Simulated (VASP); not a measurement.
Given:

```
KCl
1.0
    0.00000     3.19102     3.19102
    3.19102     0.00000     3.19102
    3.19102     3.19102     0.00000
K Cl
1 1
Cartesian
  0.00000   0.00000   0.00000
  3.19102   3.19102   3.19102
```

All values below come from PBE GGA, VASP's PBE PAW potentials (set 64) (plane waves; VASP). Numerical set-up: 520 eV cut-off, Gaussian smearing of 0.050 eV, potentials K_sv Cl.

Problem. Give the energies of bands 6 to 11 at the high-symmetry points, in eV from the valence-band maximum.

Solution. 
| band | Γ | X | U | L | W |
|---|---|---|---|---|---|
| 6 | 0.00 | -0.63 | -0.54 | -0.98 | -0.45 |
| 7 | 0.00 | -0.21 | -0.51 | -0.29 | -0.45 |
| 8 | 0.00 | -0.21 | -0.27 | -0.29 | -0.45 |
| 9 | 5.04 | 6.56 | 7.26 | 7.47 | 7.97 |
| 10 | 8.35 | 8.16 | 8.93 | 8.43 | 7.97 |
| 11 | 8.35 | 9.82 | 9.09 | 10.39 | 9.27 |

The gap is direct, 5.04 eV, from the valence maximum at Γ to the conduction minimum at Γ.

Measured: gap 8.50 eV (computed value off by -3.46 eV), as given by David Koller et al., Journal of Physics Condensed Matter (2013), arXiv:1304.4470.

The compound is KCl in the rock salt structure. It was relaxed first.
